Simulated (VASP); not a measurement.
The system is Au.

```
CELL_PARAMETERS angstrom
0.00000 2.03950 2.03950
2.03950 0.00000 2.03950
2.03950 2.03950 0.00000
ATOMIC_POSITIONS crystal
Au 0.00000 0.00000 0.00000
```

Base run:

```yaml
Program: VASP 6.6.1
Functional: PBE
Potentials_or_basis: VASP PAW PBE potentials, release 64 (Au)
Cutoff: 520 eV
k_mesh: 20 × 20 × 20
Occupations: fermi-dirac, width 0.05 eV
Spin: no spin polarisation
```

Its results: band gap on the k mesh none (metal or under the smearing width); pressure 9.3 GPa.

**Question.** The run is repeated on the same cell with these changes: functional from PBE to PBEsol. What comes out?

**Answer.** Band gap on the k mesh none (metal or under the smearing width); pressure 0.3 GPa.

PBEsol binds more tightly than PBE, so the same cell stands under less pressure.

Caveats: the PAW data sets were made with another functional, which shifts forces and pressure a little (some runs).
